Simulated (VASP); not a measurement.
Input:

```
PbTe
1.0
    0.00000     2.92037     2.92037
    2.92037     0.00000     2.92037
    2.92037     2.92037     0.00000
Te Pb
1 1
Direct
  0.50000   0.50000   0.50000
  0.00000   0.00000   0.00000
```

Method: PBE GGA, VASP's PBE PAW potentials (set 64) (plane waves; VASP). Run with 500 eV cut-off, 8×8×8 Γ-centred mesh, Gaussian smearing of 0.050 eV, potentials Te Pb_d.

Unless said otherwise, spin-orbit coupling is left out, though it shifts the bands of the heavy elements here.

Predict the energy per atom (σ→0), pressure, band gap (on the k-mesh) with the smallest direct gap where there is one.

The band gap (on the k-mesh) is 0.22 eV. The smallest direct gap (on the k-mesh) is 0.22 eV. The energy per atom (σ→0) is -3.046 eV/atom. The pressure is 299.2 kbar.

The compound is PbTe in the rock salt structure. It was relaxed first under an external pressure of 30 GPa.
